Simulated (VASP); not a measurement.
These are LDA (Ceperley-Alder, Perdew-Zunger), VASP's LDA PAW potentials (set 64) (plane waves; VASP) values and carry that method's errors.

VASP ran on this input.

File KPOINTS_OPT:
```
k-points along high-symmetry lines
6
Line-mode
Reciprocal
  0.000000   0.000000   0.000000 ! GAMMA
  0.500000   0.000000   0.000000 ! M

  0.500000   0.000000   0.000000 ! M
  0.333333   0.333333   0.000000 ! K

  0.333333   0.333333   0.000000 ! K
  0.000000   0.000000   0.000000 ! GAMMA

  0.000000   0.000000   0.000000 ! GAMMA
  0.000000   0.000000   0.500000 ! A

  0.000000   0.000000   0.500000 ! A
  0.500000   0.000000   0.500000 ! L

  0.500000   0.000000   0.500000 ! L
  0.333333   0.333333   0.500000 ! H

  0.333333   0.333333   0.500000 ! H
  0.000000   0.000000   0.500000 ! A

  0.500000   0.000000   0.500000 ! L
  0.500000   0.000000   0.000000 ! M

  0.333333   0.333333   0.500000 ! H
  0.333333   0.333333   0.000000 ! K
```

### INCAR
```
# general
SYSTEM =BiRh
PREC   =Accurate
ENCUT  =300
LREAL  =.False.
LASPH  =.True.

# electronic loop
EDIFF  =1E-6
NELM   =100
ALGO   =Normal
LMAXMIX=4

# smearing
ISMEAR =-1
SIGMA  =0.136

# ions
ISIF   =2

# output
LWAVE  =.False.
LCHARG =.False.
```

### KPOINTS
```
Automatic mesh
0
Gamma
 9 9 6
0 0 0
```

File POSCAR:
```
BiRh
1.0
  4.2226410000   0.0000000000   0.0000000000
 -2.1113210000   3.6569140000   0.0000000000
  0.0000000000   0.0000000000   5.8086510000
Bi Rh
2 2
Cartesian
 -0.0000024447   2.4379438856   1.4521627500
  2.1113224447   1.2189701144   4.3564882500
  0.0000000000   0.0000000000   2.9043255000
  0.0000000000   0.0000000000   0.0000000000
```

POTCAR, in this order: Bi_d Rh_pv (LDA.64 set). Program: vasp_std.

At this cut-off the stress carries a Pulay error, which pulls relaxed volumes low. Unless said otherwise, spin-orbit coupling is left out, though it shifts the bands of the heavy elements here.

Q: Estimate the energy per atom (σ→0), pressure, band gap (over mesh and band path).

A: 
- energy per atom (σ→0) = -6.717 eV/atom
- band gap (over mesh and band path) = none (metal, semimetal or under 0.01 eV)
- pressure = -11.55 GPa

**OSZICAR**
```
...
DAV:   8    -0.269533739660E+02    0.91593E-02   -0.48484E-02  3716   0.153E+00    0.328E-01
DAV:   9    -0.269518365595E+02    0.15374E-02   -0.84513E-03  3912   0.875E-01    0.623E-02
DAV:  10    -0.269518011284E+02    0.35431E-04   -0.30638E-04  4296   0.166E-01    0.273E-02
DAV:  11    -0.269518015835E+02   -0.45515E-06   -0.23538E-05  4348   0.326E-02    0.472E-03
DAV:  12    -0.269518017929E+02   -0.20935E-06   -0.27052E-06  2888   0.139E-02
   1 F= -.26951802E+02 E0= -.26867333E+02  d E =-.168938E+00
       N       E                     dE             ncg
       N       E                     dE             ncg
```

The structure comes from a computed database's BiRh entry (P6_3/mmc); how it stands against other phases isn't given here. The cell was not relaxed at this level.
